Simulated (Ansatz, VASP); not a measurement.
# HgH2: VASP beside Ansatz

Wanted: the spread between two codes on one cell, functional and k mesh. The cell is generated by rule, not measured, and may not be a known phase. The cell is taken from a series of runs on this material, whose earlier steps may have relaxed, scaled, displaced or heated it; both programs get it as it stands.

Program: Ansatz 0.2.0. Level of theory: plane waves, with VASP 6.6.1 beside it; zone-centre phonons at PBE. Results are calculated unless marked as measured.

The structure was built from a prototype and need not be the compound's stable phase.

## (1) Starting point

The structure is trigonal, space group P-3m1 (No. 164). Conventional cell: a = 3.268 Å, b = 3.268 Å, c = 5.406 Å, α = 90.00°, β = 90.00°, γ = 120.00°. Nearest to Hg lie 6 H at 2.11 Å. Nearest to H lie 3 Hg at 2.11 Å. Farther neighbours are not listed.

## (2) Ansatz: zone-centre phonons, PBE

Ansatz runs on its default PAW (the set named soft_2) files.

Second derivatives magnify differences that forces hide, and they need a tight electronic threshold.

The input, input.yaml:

```yaml
crystal:
  lattice:
    - [3.2683265306, 0.0, 0.0]
    - [-1.6341632653, 2.8304538034, 0.0]
    - [0.0, 0.0, 5.405765406]
  atoms:
    - { symbol: Hg, position: [0.0, 0.0, 0.0] }
    - { symbol: H, position: [0.3333333333, 0.6666666667, 0.1736023146] }
    - { symbol: H, position: [0.6666666667, 0.3333333333, 0.8263976854] }
kpoints:
  mp_grid: { grid: [12, 12, 8] }
hamiltonian:
  xc: pbe
scf:
  occupations: { method: methfessel_paxton, width: 0.15 }
output:
  eigenvalues: true
phonons:
  method: dfpt
```

Run with:

```sh
ansatz run input.yaml --threads 4 --pin off --max-ram 7168MiB --backend cpu --events-out ev --progress --plain --runs-dir out
```

Numbers of over 12 decimals in the logs are rounded to 6 here.

Output:

```text
Engine: ansatz 0.2.0, x86_64-unknown-linux-gnu
Pseudopotentials: kind: paw
Pseudopotential: Hg, paw, valence charge 20, recommended cutoff 420 eV (normal), Hg.paw.azcp
Pseudopotential: H, paw, valence charge 1, recommended cutoff 420 eV (normal), H.paw.azcp
Functional definition: PBE
  parameter kappa = 0.804
  parameter beta = 0.066725
  exchange = pbe_x(kappa = kappa, mu = beta*pi^2/3)
  correlation = pbe_c(beta = beta)
Crystal: 3 atoms, lattice volume = 50.008 Å³
Basis set: ecut = 420 eV, 991 PW (Γ), exchange–correlation on 48×48×80 points (8 copies of the dense FFT grid, shifted against one another)
Bands: 15, of which v1, the nominal top of the filled ones, is band 11 counted from 1 (10 counted from 0)
Symmetry: 12 space group operations
k-points: 320 of 1152 (irreducible under 2 space group operations, time reversal used)
Non-local potential: Hg, projectors of the file, l = 0: 3, l = 1: 2, l = 2: 2, l = 3: 1
Non-local potential: H, projectors of the file, l = 0: 2, l = 1: 1
PAW form: soft (Blöchl's): semilocal exchange-correlation on the pseudo side does not see the compensation charge
PAW one-centre angular grid: Hg, 590 points (default); XC on 64 Gauss nodes
PAW one-centre angular grid: H, 110 points (default); XC on 64 Gauss nodes
Initial density: superposition of atomic densities (neutral atoms: chi_scale 0, normalization atom), corrected by the library's trained network
Initial wavefunctions: pseudopotential atomic-orbital guess
Functional: x = pbe(κ = 0.804, μ = 0.219515), c = pbe(β = 0.066725)
SCF iter   1: F=—  HF=-13843.138116 eV  |F-HF|=—  |Δ(HF+E_count)|=         —  Δρ=4.02e-3  dr2=5.81e-3  ethr=1.77e-3  ⟨swp⟩=5.3  Hψ=23290  notcnv=0
preconditioner: auto → none  [metal: Δε(μ)=0.046 eV  Ē_g=11.820 eV  σ=0.150 eV  W_gap=0.25  n_scr=10 (ndim 8)  ℏωp=19.6 eV  f_vac=0.304  D(μ)=0.37/eV (n_scr^D=0)  sad-step TF]
SCF iter   2: F=—  HF=-13843.137570 eV  |F-HF|=—  |Δ(HF+E_count)|=   5.46e-4  S|Δr|=    0.00e0  Δρ=2.02e-3  dr2=1.71e-3  ethr=2.64e-5  ⟨swp⟩=2.4  Hψ=9313  notcnv=0
SCF iter   3: F=—  HF=-13843.137289 eV  |F-HF|=—  |Δ(HF+E_count)|=   2.82e-4  S|Δr|=    0.00e0  Δρ=4.68e-4  dr2=1.08e-4  ethr=7.78e-6  ⟨swp⟩=2.3  Hψ=5906  notcnv=0
SCF iter   4: F=—  HF=-13843.137257 eV  |F-HF|=—  |Δ(HF+E_count)|=   3.21e-5  S|Δr|=    0.00e0  Δρ=9.82e-5  dr2=3.70e-6  ethr=4.92e-7  ⟨swp⟩=2.1  Hψ=7163  notcnv=0
SCF iter   5: F=—  HF=-13843.137262 eV  |F-HF|=—  |Δ(HF+E_count)|=   5.03e-6  S|Δr|=    0.00e0  Δρ=2.22e-5  dr2=1.24e-7  ethr=1.68e-8  ⟨swp⟩=2.0  Hψ=7862  notcnv=0
SCF iter   6: F=—  HF=-13843.137265 eV  |F-HF|=—  |Δ(HF+E_count)|=   2.90e-6  S|Δr|=    0.00e0  Δρ=3.32e-6  dr2=3.89e-9  ethr=5.66e-10  ⟨swp⟩=2.5  Hψ=7850  notcnv=0
SCF iter   7: F=—  HF=-13843.137265 eV  |F-HF|=—  |Δ(HF+E_count)|=   1.21e-9  S|Δr|=    0.00e0  Δρ=3.56e-7  dr2=5.63e-11  ethr=1.77e-11  ⟨swp⟩=2.0  Hψ=7377  notcnv=0
SCF iter   8: F=-13843.137265 eV  HF=-13843.137265 eV  |F-HF|=5.46e-12  |Δ(HF+E_count)|=  9.09e-12  S|Δr|=    0.00e0  Δρ=5.79e-8  dr2=1.71e-12  ethr=1.00e-12  ⟨swp⟩=5.9  Hψ=20143  notcnv=0
SCF 1 converged in 8 iterations: F = -13843.137265 eV  dr2 = 1.71e-12
  greatest PAW one-centre occupation: 1.000 electrons in one spin orbital (limit 2), on the Hg atom at site 0 (counted from 0), in its partial waves of l = 0
DFPT response loops at Γ: preconditioner auto → none (partly filled bands, converged f_vac=0.305); β = 0.50; Broyden in place of MSR1
SCF converged after 8 iterations
Stability not checked: this state was not tested for a lower state beside it, because cold or Methfessel-Paxton smearing, or corrected tetrahedra, fill the levels in a way that the test cannot read (fill_not_monotonic; see scf.lower_state_search)
Free energy (F): -13843.137265 eV
Harris-Foulkes:  -13843.137265 eV  (|F-HF|=5.46e-12)
Internal energy: -13843.136807 eV  (E = F + TS)
E sigma→0 (E₀):  -13843.137150 eV
Entropy (-TS):   -0.000457 eV (-0.152 meV/atom)
Fermi energy:    4.971415 eV
--- Per-component energies (eV) ---
  E_band       = -578.261342
  E_kinetic    = 627.256960
  E_local      = -4234.445776  (includes V_loc(G=0)·N_el)
  E_nonlocal   = 74.991304
  E_hartree    = 1839.405463
  E_xc         = -236.919786
  E_vxc        = -283.628137  (∫ρ·V_xc dr)
  E_paw        = -9944.725741  (= ΣΔE_a)
  E_vpaw       = -441.245813  (= ΣTr[D̂ρ^β])
  E_aug_tail   = -0.000908  (compensation charges beyond the density's cutoff)
  E_ewald      = -1968.698323
  E_smearing   = -0.000457  (= −TS)
  E_closure    = 0.000000  (closes the sum)
  Σ components = -13843.137265   (vs F -13843.137265, Δ=0.00e0)
--- Band table (eV; the first three rows and the last of 320) ---
  k-point 0: bands = [... 7 lower, -1.3246, -1.1053, -1.1053, 1.9928, 9.3076, 12.9025, 13.8901, 18.1076]
  k-point 1: bands = [... 7 lower, -1.3103, -1.1055, -1.1055, 1.9168, 9.4662, 12.8700, 13.9875, 18.1321]
  k-point 2: bands = [... 7 lower, -1.2737, -1.1059, -1.1059, 1.7376, 9.8589, 12.7790, 14.3043, 18.1926]
  k-point 319: bands = [... 7 lower, -1.4228, -1.0617, 1.0609, 4.8747, 5.8515, 9.0381, 11.6986, 12.7425]
--- Phonons (Γ-DFPT): 4 representative perturbations + reference, on 320 of 1152 k-points (Σ response iterations 14) ---
  k mesh reduced under 2 symmetry operations, with k and −k counted as one. Each operation leaves every solved perturbation unchanged. A smaller set is not used because it would not reduce the number of displacements times k-points to solve
  ASR residual: 3.514e-5 → 0.000e0 eV/Å²; symmetrization residual: 9.145e-7 eV/Å²
  ASR residual per site (eV/Å²): 3.51e-5 1.51e-6 1.51e-6
  Γ frequencies (cm⁻¹): -634.26 -634.26 -329.01 -329.01 0.00 0.00 0.00 683.88 898.81
  non-analytic LO–TO correction: not included (Born effective charges unavailable; polar crystals: no LO–TO splitting at Γ)
```

## (3) VASP: zone-centre phonons, PBE

The same cell, functional, mesh and smearing now go to VASP, with its own data sets.

Lines of VASP's logs that name or quote its potential files are left out, and so is its time.

The input, INCAR:

```
SYSTEM = HgH2
PREC = Accurate
ENCUT = 500
EDIFF = 1E-08
NELM = 120
ISMEAR = 1
SIGMA = 0.15
LREAL = .FALSE.
ALGO = Normal
GGA = PE
NBANDS = 13
LORBIT = 11
LWAVE = .FALSE.
LCHARG = .FALSE.
ISIF = 2
IBRION = 8
LASPH = .TRUE.
GGA_COMPAT = .FALSE.
KPAR = 2
```

The input, POSCAR:

```
HgH2
1.0
    3.2683265306      0.0000000000      0.0000000000
   -1.6341632653      2.8304538034      0.0000000000
    0.0000000000      0.0000000000      5.4057654060
Hg H
1 2
Direct
    0.0000000000      0.0000000000      0.0000000000
    0.3333333333      0.6666666667      0.1736023146
    0.6666666667      0.3333333333      0.8263976854
```

The input, KPOINTS:

```
Automatic mesh
0
Gamma
12 12 8
0 0 0
```

Potentials, in the order of the species: Hg and H (PBE family, release 64).

Run with:

```sh
mpirun -np 2 vasp_std
```

Output:

```text
[banner, memory and clock lines left out]
running    2 mpi-ranks, on    1 nodes
 distrk:  each k-point on    1 cores,    2 groups
 distr:  one band on    1 cores,    1 groups

 POSCAR found type information on POSCAR HgH
 POSCAR found :  2 types and       3 ions
 LDA part: xc-table for (Slater+PW92), standard interpolation
 POSCAR, INCAR and KPOINTS ok, starting setup
 FFT: planning ... GRIDC
 FFT: planning ... GRID_SOFT
 FFT: planning ... GRID
 WAVECAR not read
 entering main loop
       N       E                     dE             d eps       ncg     rms          rms(c)
DAV:   1     0.775049365848E+02    0.77505E+02   -0.65280E+03  3446   0.914E+02
DAV:   2    -0.320582535552E+01   -0.80711E+02   -0.74732E+02  3861   0.223E+02
DAV:   3    -0.533858794637E+01   -0.21328E+01   -0.21291E+01  4026   0.393E+01
DAV:   4    -0.534375549328E+01   -0.51675E-02   -0.51674E-02  3791   0.216E+00
DAV:   5    -0.534377499299E+01   -0.19500E-04   -0.19500E-04  4096   0.118E-01    0.823E+00
DAV:   6    -0.491070092823E+01    0.43307E+00   -0.87751E-01  3952   0.109E+01    0.625E+00
DAV:   7    -0.486188354938E+01    0.48817E-01   -0.23883E-01  3676   0.344E+00    0.225E+00
DAV:   8    -0.486202474871E+01   -0.14120E-03   -0.30809E-02  3691   0.216E+00    0.231E-01
DAV:   9    -0.486206067487E+01   -0.35926E-04   -0.11705E-03  3806   0.434E-01    0.117E-01
DAV:  10    -0.486210658419E+01   -0.45909E-04   -0.15464E-04  3846   0.125E-01    0.147E-02
DAV:  11    -0.486211320853E+01   -0.66243E-05   -0.16177E-05  4066   0.434E-02    0.125E-02
DAV:  12    -0.486211257354E+01    0.63498E-06   -0.38680E-06  3746   0.246E-02    0.155E-03
DAV:  13    -0.486211266852E+01   -0.94976E-07   -0.19904E-07  3951   0.463E-03    0.304E-04
DAV:  14    -0.486211265575E+01    0.12775E-07   -0.18801E-08  3861   0.117E-03    0.249E-04
DAV:  15    -0.486211266136E+01   -0.56132E-08   -0.53072E-10  2173   0.177E-04
   1 F= -.48621127E+01 E0= -.48619633E+01  d E =-.447973E-03
 Linear response reoptimize wavefunctions to high precision
DAV:   1    -0.486211266442E+01   -0.30607E-08   -0.15714E-10  3047   0.120E-04
DAV:   2    -0.486211266441E+01    0.11369E-10   -0.14447E-11  1783   0.296E-05
 Linear response DOF=           4
 Linear response progress:
  Degree of freedom:   1/  4
       N       E                     dE             d eps       ncg     rms          rms(c)
RMM:   1    -0.365590288498E+00   -0.36559E+00   -0.13280E-01 12676   0.299E+00
RMM:   2    -0.365592295799E+00   -0.20073E-05   -0.11497E-03 12638   0.261E-01    0.482E-02
RMM:   3    -0.365270859205E+00    0.32144E-03   -0.11299E-05 14456   0.271E-02    0.283E-02
RMM:   4    -0.364822906150E+00    0.44795E-03   -0.61223E-06 14134   0.243E-02    0.170E-03
RMM:   5    -0.364811029539E+00    0.11877E-04   -0.42477E-08 15114   0.173E-03    0.858E-04
RMM:   6    -0.364812700362E+00   -0.16708E-05   -0.18696E-08 14565   0.108E-03    0.144E-04
RMM:   7    -0.364811633558E+00    0.10668E-05   -0.10934E-09 15000   0.227E-04    0.257E-05
RMM:   8    -0.364811421104E+00    0.21245E-06   -0.49835E-11 15111   0.549E-05    0.228E-05
RMM:   9    -0.364811378787E+00    0.42317E-07    0.99092E-11 15029   0.301E-05    0.368E-06
RMM:  10    -0.364811396780E+00   -0.17993E-07    0.30491E-10 13314   0.320E-06    0.209E-06
RMM:  11    -0.364811411248E+00   -0.14468E-07   -0.26664E-11 12587   0.296E-06    0.129E-07
RMM:  12    -0.364811411124E+00    0.12453E-09    0.47162E-11  7413   0.106E-06    0.538E-08
 first order change of Fermi-energy  -0.42865E-03
 force on displaced ion       1 direction 1 :   0.732   0.000   0.000
 Linear response progress:
  Degree of freedom:   2/  4
       N       E                     dE             d eps       ncg     rms          rms(c)
RMM:   1    -0.397189770839E+00   -0.39719E+00   -0.13178E-01  5216   0.299E+00
RMM:   2    -0.396713973340E+00    0.47580E-03   -0.12430E-03  5134   0.290E-01    0.398E-02
RMM:   3    -0.396073134752E+00    0.64084E-03   -0.76487E-05  5284   0.557E-02    0.203E-02
RMM:   4    -0.395678450858E+00    0.39468E-03   -0.22972E-05  5780   0.299E-02    0.110E-02
RMM:   5    -0.395472589477E+00    0.20586E-03   -0.18889E-06  5530   0.100E-02    0.188E-03
RMM:   6    -0.395452554254E+00    0.20035E-04   -0.12695E-07  5812   0.250E-03    0.666E-04
RMM:   7    -0.395464665904E+00   -0.12112E-04   -0.55259E-08  5514   0.150E-03    0.289E-04
RMM:   8    -0.395467518378E+00   -0.28525E-05   -0.10041E-08  5525   0.588E-04    0.325E-05
RMM:   9    -0.395467763360E+00   -0.24498E-06   -0.44693E-10  5725   0.860E-05    0.152E-05
RMM:  10    -0.395467592244E+00    0.17112E-06   -0.17680E-11  5892   0.334E-05    0.172E-06
RMM:  11    -0.395467600969E+00   -0.87256E-08   -0.99522E-12  5229   0.328E-06    0.919E-07
 first order change of Fermi-energy  -0.72711E-04
 force on displaced ion       1 direction 3 :   0.000   0.000  -3.452
 Linear response progress:
  Degree of freedom:   3/  4
       N       E                     dE             d eps       ncg     rms          rms(c)
RMM:   1    -0.148142218111E-01   -0.14814E-01    0.24078E-05 32755   0.644E-01
RMM:   2    -0.148617862076E-01   -0.47564E-04   -0.34785E-04 22946   0.138E-01    0.851E-02
RMM:   3    -0.151803708405E-01   -0.31858E-03   -0.33417E-05 23915   0.386E-02    0.481E-02
RMM:   4    -0.157485183365E-01   -0.56815E-03   -0.37850E-05 23640   0.415E-02    0.576E-03
RMM:   5    -0.158139164654E-01   -0.65398E-04   -0.11588E-06 24709   0.732E-03    0.111E-03
RMM:   6    -0.158106532128E-01    0.32633E-05   -0.27323E-08 24927   0.833E-04    0.443E-04
RMM:   7    -0.158130166627E-01   -0.23634E-05   -0.11554E-09 24662   0.551E-04    0.533E-05
RMM:   8    -0.158133152107E-01   -0.29855E-06   -0.16930E-09 23414   0.736E-05    0.235E-05
RMM:   9    -0.158132762565E-01    0.38954E-07    0.69384E-09 24487   0.518E-05    0.433E-06
RMM:  10    -0.158132973372E-01   -0.21081E-07    0.36889E-09 22853   0.681E-06    0.491E-07
RMM:  11    -0.158132944492E-01    0.28880E-08    0.11485E-10 16608   0.126E-06    0.254E-07
 first order change of Fermi-energy   0.30573E-04
 force on displaced ion       2 direction 1 :   0.889   0.000   0.000
 Linear response progress:
  Degree of freedom:   4/  4
       N       E                     dE             d eps       ncg     rms          rms(c)
RMM:   1    -0.152758468993E-01   -0.15276E-01   -0.76409E-03  6653   0.560E-01
RMM:   2    -0.148981426171E-01    0.37770E-03   -0.18190E-04  5295   0.989E-02    0.822E-02
RMM:   3    -0.151156248315E-01   -0.21748E-03   -0.11513E-05  5321   0.269E-02    0.505E-02
RMM:   4    -0.154589256041E-01   -0.34330E-03   -0.11516E-05  5517   0.232E-02    0.757E-03
RMM:   5    -0.155069858463E-01   -0.48060E-04   -0.57102E-07  5626   0.474E-03    0.122E-03
RMM:   6    -0.155137209132E-01   -0.67351E-05   -0.34742E-08  5493   0.146E-03    0.243E-04
RMM:   7    -0.155142614038E-01   -0.54049E-06    0.54515E-10  5496   0.415E-04    0.123E-04
RMM:   8    -0.155138736233E-01    0.38778E-06    0.29434E-09  5406   0.149E-04    0.448E-05
RMM:   9    -0.155139965960E-01   -0.12297E-06    0.52844E-10  5595   0.900E-05    0.909E-06
RMM:  10    -0.155139492658E-01    0.47330E-07    0.21740E-11  5723   0.164E-05    0.327E-06
RMM:  11    -0.155139508301E-01   -0.15643E-08    0.19435E-11  4923   0.409E-06    0.726E-07
 first order change of Fermi-energy  -0.58964E+00
 force on displaced ion       2 direction 3 :   0.000   0.000  -2.378
 Linear response finished
```

(Continued in part 2 of 2.)

[Lines on the potential files, build, host, timing and source positions are cut from VASP's logs without a mark.]

[Logs are printed without paths, hosts, clocks, repeated set-up lines and the standing remarks that a program may print on its own settings, such as how far it seeks lower states.]

[Hosts, paths, dates, database ids (printed as entryN), source tags and the programs' standing remarks are cut or masked in the printed files.]
